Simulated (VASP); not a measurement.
```
CELL_PARAMETERS angstrom
      0.00000     2.56704     2.56704
      2.56704     0.00000     2.56704
      2.56704     2.56704     0.00000
ATOMIC_POSITIONS crystal
  Hg 0.00000 0.00000 0.00000
  O  0.25000 0.25000 0.25000
```

These are PBEsol GGA, VASP's PBE PAW potentials (set 64) (plane waves; VASP) values and carry that method's errors. Run with 620 eV cut-off, 12×12×12 Γ-centred mesh, first-order Methfessel-Paxton smearing of 0.10 eV, potentials Hg O.

Unless said otherwise, spin-orbit coupling is left out, though it shifts the bands of the heavy elements here.

**Question.** Predict the energy per atom (σ→0), pressure, band gap (on the k-mesh) with the smallest direct gap where there is one.

**Answer.** 
```
Item                                                        Result
------------------------  ----------------------------------------
band gap (on the k-mesh)  none (metal, semimetal or under 0.01 eV)
energy per atom (σ→0)                               -3064 meV/atom
pressure                                                  4.95 GPa
```

Total energies compare only between runs with the same potentials, cut-off and functional.

The structure was generated: HgO was put into the zinc blende type (F-43m), which need not be its known phase. It was relaxed first under an external pressure of 5 GPa.
